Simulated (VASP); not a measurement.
Set up this calculation in VASP 6.6.1, as the native input.

| Item | Value |
| --- | --- |
| Task | single point |
| Functional | PBE |
| Potentials or basis | VASP PAW PBE potentials, release 64 (Li_sv, Mo_sv) |
| Cutoff | 520 eV |
| k mesh | 12 × 12 × 18 |
| Occupations | gaussian, width 0.1 eV |
| Spin | no spin polarisation |
| Dipole correction | no |
| Further INCAR settings | ALGO = Fast; EDIFF = 1e-06; NBANDS = 30 |

The structure of LiMo3 lies in POSCAR:

```
LiMo3
1.0
    5.3192424603      0.0000000000      0.0000000000
   -2.6596212302      4.6065990995      0.0000000000
    0.0000000000      0.0000000000      2.5809819918
Li Mo
1 3
Direct
    0.0000000000      0.0000000000      0.5000000000
    0.5000000000      0.0000000000      0.0000000000
    0.5000000000      0.5000000000      0.0000000000
    0.0000000000      0.5000000000      0.0000000000
```

The cell was built by a generator and needn't be a form met in nature.

The input as run:

INCAR

```
SYSTEM = LiMo3
ALGO = Fast ; EDIFF = 1E-6
ENCUT = 520 ; GGA = PE
ISIF = 2 ; ISMEAR = 0
LASPH = .True. ; LCHARG = .False.
LREAL = .False. ; LWAVE = .False.
NBANDS = 30 ; NELM = 100
PREC = Accurate ; SIGMA = 0.1
```

KPOINTS

```
k-points
0
Gamma
  12 12 18
  0 0 0
```

Potentials or basis: VASP PAW PBE potentials, release 64 (Li_sv, Mo_sv).

The run is started by

```console
$ cat potpaw_PBE.64/Li_sv/POTCAR potpaw_PBE.64/Mo_sv/POTCAR > POTCAR
$ mpirun -np 1 vasp_std > vasp.out
```

Results of the run:

```yaml
Band_gap_on_the_k_mesh: none (metal or under the smearing width)
```

Run time: 8.1 min on 1 thread of Intel(R) Xeon(R) Platinum 8488C (Sapphire Rapids) (shared host), peak memory 0.38 GiB.
